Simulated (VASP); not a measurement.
# Eu3Ag: U from linear response, part 3 of 3

Wanted: U by linear response. The start is a computed cell from the Materials Project.

VASP 6.6.1, plane waves and PAW; the level of theory is named at each step.

Still holding for the runs below: The magnetic state follows from one typed start and may not be the lowest. The k-mesh is coarse for a metal. Without U or exact exchange the f electrons of Eu come out too delocalised, which can shrink the cell and pin f bands at the Fermi level.

So far. Step 8 (Shifted potential, relaxed density, alpha 0.1): The run ends at a pressure of -2.05 GPa.

### 9. Shifted potential, frozen density, alpha 0.2

Level of this step: PBEsol, with a shift of one shell's potential, spin-polarised from a ferrimagnetic start; plane waves and PAW (Eu, Eu, Ag) (VASP).

Contents of INCAR:

```
SYSTEM = Eu3Ag
PREC = Accurate
ENCUT = 420
EDIFF = 1E-06
NELM = 150
ISMEAR = 0
SIGMA = 0.1
LREAL = .FALSE.
ALGO = Normal
GGA = PS
NBANDS = 45
ISPIN = 2
MAGMOM = 7 -7 7 0
LMAXMIX = 6
AMIX = 0.2
BMIX = 1E-04
AMIX_MAG = 0.8
BMIX_MAG = 1E-04
LORBIT = 11
LWAVE = .FALSE.
LCHARG = .FALSE.
KPAR = 2
LDAU = .TRUE.
LDAUTYPE = 3
LDAUL = 3 -1 -1
LDAUU = 0.2 0 0
LDAUJ = 0.2 0 0
ICHARG = 11
```

Contents of POSCAR:

```
Eu3Ag
1.0
    5.1037380000      0.0000000000      0.0000000000
    0.0000000000      5.1037380000      0.0000000000
    0.0000000000      0.0000000000      5.1037380000
Eu Eu Ag
1 2 1
Direct
    0.5000000000      0.5000000000      0.0000000000
    0.5000000000      0.0000000000      0.5000000000
    0.0000000000      0.5000000000      0.5000000000
    0.0000000000      0.0000000000      0.0000000000
```

Contents of KPOINTS:

```
Automatic mesh
0
Gamma
3 3 3
0 0 0
```

PAW data sets: Eu, Eu and Ag (PBE family, release 64).

The WAVECAR or CHGCAR of an earlier step is read.

Launch:

```sh
$ mpirun -np 2 vasp_std
```

Output:

```text
[... set-up lines as in an earlier step ...]
 entering main loop
       N       E                     dE             d eps       ncg     rms          rms(c)
DAV:   1    -0.396107470800E+02   -0.39611E+02   -0.11838E-02  2318   0.693E+00
DAV:   2    -0.396110258707E+02   -0.27879E-03   -0.27879E-03  2152   0.173E-01
DAV:   3    -0.396110535939E+02   -0.27723E-04   -0.27723E-04  2099   0.623E-02
DAV:   4    -0.396110573881E+02   -0.37941E-05   -0.37936E-05  1968   0.322E-02
DAV:   5    -0.396110580834E+02   -0.69535E-06   -0.69588E-06  1784   0.193E-02
   1 F= -.39611058E+02 E0= -.39598601E+02  d E =-.249146E-01  mag=     7.3846
```

Run time: 27 s. Hardware: 2 MPI ranks of AMD EPYC 7R43, shared host; peak memory 0.48 GiB; 51 s of CPU time.

From OUTCAR (step 9):

```text
  Total       -0.4551677     -0.0304761     -0.8306175     -0.0000000      0.0000000      0.0000000
  in kB       -5.4855087     -0.3672866    -10.0102877     -0.0000000      0.0000000      0.0000000
  external PRESSURE =      -5.2876943 kB  Pullay stress =       0.0000000 kB

  FREE ENERGIE OF THE ION-ELECTRON SYSTEM (eV)
  ---------------------------------------------------
  free  energy   TOTEN  =       -39.6110580834 eV

  energy  without entropy=      -39.5861434594  energy(sigma->0) =      -39.59860077

 magnetization (x)
# of ion       s       p       d       f       tot
--------------------------------------------------
    1        0.003  -0.092   0.114   6.693   6.718
    2       -0.002   0.102  -0.044  -6.624  -6.568
    3        0.003  -0.092   0.110   6.615   6.635
    4       -0.008   0.010  -0.000   0.000   0.002
--------------------------------------------------
tot         -0.005  -0.071   0.180   6.683   6.787

[... 3 parts as in an earlier step ...]

[... 1 further part left out ...]
[key lines of the parts left out:]
E-fermi :   2.9540
```

Spin moment in the PAW sphere by atom:

| atom | spin moment in the PAW sphere (μB) |
| --- | --- |
| Eu1 | 6.72 |
| Eu2 | -6.57 |
| Eu3 | 6.63 |
| Ag4 | 0.00 |

Energy at zero smearing: -39.59860 eV.

### 10. Shifted potential, relaxed density, alpha 0.2

INCAR, as its differences from that of step 9:

```diff
@@ -27,2 +27 @@
 LDAUJ = 0.2 0 0
-ICHARG = 11
```

POSCAR is that of step 9.

KPOINTS is that of step 9.

Launch:

```sh
$ mpirun -np 2 vasp_std
```

Output:

```text
[... set-up lines as in an earlier step ...]
 entering main loop
       N       E                     dE             d eps       ncg     rms          rms(c)
DAV:   1    -0.396082224969E+02   -0.39608E+02   -0.71605E-03  2646   0.523E+00    0.693E-01
DAV:   2    -0.396081670019E+02    0.55495E-04   -0.19310E-02  2264   0.677E+00    0.128E+00
DAV:   3    -0.396044840118E+02    0.36830E-02   -0.10363E-02  2566   0.459E+00    0.469E-01
DAV:   4    -0.396046176179E+02   -0.13361E-03   -0.14106E-03  2467   0.475E-01    0.513E-01
[...]
DAV:  10    -0.396046648743E+02    0.19875E-05   -0.10730E-05  2336   0.829E-02    0.647E-02
DAV:  11    -0.396046642204E+02    0.65392E-06   -0.12512E-05  1968   0.352E-02    0.512E-02
DAV:  12    -0.396046641001E+02    0.12023E-06   -0.25999E-06  1488   0.248E-02
   1 F= -.39604664E+02 E0= -.39592062E+02  d E =-.252041E-01  mag=     7.3819
```

Elapsed: 65 s, on 2 MPI ranks; peak memory 0.51 GiB.

OUTCAR, selected parts (step 10):

```text
  Total       -1.6865596     -1.2004680     -1.6965739      0.0000000      0.0000000      0.0000000
  in kB      -20.3257773    -14.4675856    -20.4464654      0.0000000      0.0000000      0.0000000
  external PRESSURE =     -18.4132761 kB  Pullay stress =       0.0000000 kB

  FREE ENERGIE OF THE ION-ELECTRON SYSTEM (eV)
  ---------------------------------------------------
  free  energy   TOTEN  =       -39.6046641001 eV

  energy  without entropy=      -39.5794599601  energy(sigma->0) =      -39.59206203

 magnetization (x)
# of ion       s       p       d       f       tot
--------------------------------------------------
    1        0.002  -0.092   0.112   6.639   6.661
    2       -0.002   0.102  -0.043  -6.629  -6.573
    3        0.003  -0.092   0.114   6.621   6.646
    4       -0.008   0.011  -0.000   0.000   0.003
--------------------------------------------------
tot         -0.005  -0.071   0.182   6.631   6.736

[... 3 parts as in an earlier step ...]

[... 1 further part left out ...]
[key lines of the parts left out:]
E-fermi :   2.9647
```

Spin moment in the PAW sphere by atom:

| atom | spin moment in the PAW sphere (μB) |
| --- | --- |
| Eu1 | 6.66 |
| Eu2 | -6.57 |
| Eu3 | 6.65 |
| Ag4 | 0.00 |

Energy at zero smearing: -39.59206 eV.

The run ends at a pressure of -1.84 GPa.

### 11. Summary

This step: linear-response U, PBEsol; plane waves and PAW (VASP 6.6.1).

No new run; the numbers come from the runs before.

This step gave:

- bare response: 0.6450 e/eV
- screened response: 0.09800 e/eV
- U from linear response: 8.654 eV

Table of change of the charge in the shell of the shifted atom, thousandths of an electron by potential shift:

| potential shift (eV) | frozen density (e) | relaxed density (e) |
| --- | --- | --- |
| -0.200 | -195 | -22 |
| -0.100 | -69 | -11 |
| 0.000 | 0 | 0 |
| 0.100 | 42 | 7 |
| 0.200 | 72 | 18 |

### 12. Summary of results

| Property | Result |
| --- | --- |
| U from linear response | 8.65 eV |
| bare response | 0.645 e/eV |
| screened response | 0.0980 e/eV |

The 4f electrons of Eu run in the valence without U or exact exchange, which tends to pin them at the Fermi level with wrong fillings; moments, orders and energies that hang on them are not reliable. In 1 of the runs the charge density had not settled when EDIFF was met, so its numbers are doubtful. Linear response gives U = 8.7 eV for the f shell of Eu. U = 1/χ − 1/χ₀, with χ the screened and χ₀ the bare slope of the shell's charge; in this program a positive shift raises the charge. The charges are printed to three decimals, which adds noise to both slopes. The value belongs to this projector sphere, magnetic state and cell; a small cell changes it, since the images are shifted too. The bare response exceeds the screened one, as it must for a positive U.

[Lines on the potential files, build, host, timing and source positions are cut from VASP's logs without a mark.]

[Logs are printed without paths, hosts, clocks, repeated set-up lines and the standing remarks that a program may print on its own settings, such as how far it seeks lower states.]

[Hosts, paths, dates, database ids (printed as entryN), source tags and the programs' standing remarks are cut or masked in the printed files.]

[In band tables of VASP the shares of atoms and orbitals are scaled to a sum of 1 inside the atoms' spheres.]

[Runs that stopped without an error message from VASP are left out.]
